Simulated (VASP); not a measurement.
## GaN (zinc blende): computed properties

Calculation: r2SCAN meta-GGA, VASP's PBE PAW potentials (set 64) (plane waves; VASP 6.6.1).

```json
{
 "space_group": "F-43m (216)",
 "cell": "a = 4.5054 Å, b = 4.5054 Å, c = 4.5054 Å, α = 90.00°, β = 90.00°, γ = 90.00°",
 "volume_per_atom": "11.43 Å³/atom",
 "band gap (over mesh and band path)": "2.13 eV",
 "smallest direct gap (over mesh and band path)": "2.13 eV",
 "band_edge_character_without_spin_orbit_coupling": "direct, Γ to Γ",
 "band_gap_with_spin_orbit_coupling": "2.12 eV",
 "density": "6.08 g/cm³"
}
```

```yaml
crystal:
  lattice:
    - [0.00000, 2.25271, 2.25271]
    - [2.25271, 0.00000, 2.25271]
    - [2.25271, 2.25271, 0.00000]
  atoms:
    - { symbol: Ga, position: [0.00000, 0.00000, 0.00000] }
    - { symbol: N, position: [0.25000, 0.25000, 0.25000] }
```

Measured: a 4.500 Å at 300 K (computed value off by +0.1 %), as given by I. Vurgaftman et al., Journal of Applied Physics (2001), doi:10.1063/1.1368156. The calculation is for a static lattice, while the measured a holds thermal and zero-point effects, which are part of the difference.

The compound is GaN in the zinc blende structure, a metastable form; wurtzite is the usual one. It was relaxed first. Symmetry was kept, so distortions that lower it aren't found.
